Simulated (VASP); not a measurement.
SGeH2, in a box:

```
S Ge H
1.0
    11.00000    0.00000    0.00000
     0.00000   12.00000    0.00000
     0.00000    0.00000   11.00000
S Ge H
1 1 2
Direct
  0.46372 0.39476 0.52654
  0.42750 0.55640 0.43424
  0.57486 0.41474 0.57195
  0.55504 0.60874 0.47280
```

Base run:

```yaml
Program: VASP 6.6.1
Functional: PBE
Potentials_or_basis: VASP PAW PBE potentials, release 64 (S, Ge_d, H)
Cutoff: 520 eV
k_mesh: 1 × 1 × 1
Occupations: gaussian, width 0.01 eV
Spin: no spin polarisation
```

Its results: gap between the frontier levels 2.76 eV; largest force 0.317 eV/Å.

Task: After a change of settings the same cell gave: gap between the frontier levels 3.84 eV; largest force 0.120 eV/Å. Which change was it?
A. functional from PBE to HSE06; dispersion from none to D3(BJ)
B. further incar settings from ALGO = Normal; EDIFF = 1e-07 to ALGO = Normal; EDIFF = 1e-07; NBANDS = 19
C. further incar settings from ALGO = Normal; EDIFF = 1e-07 to ALGO = Normal; EDIFF = 1e-06; dispersion from none to TS

Result: A.

Caveats: the PAW data sets were made with another functional, which shifts forces and pressure a little (some runs).
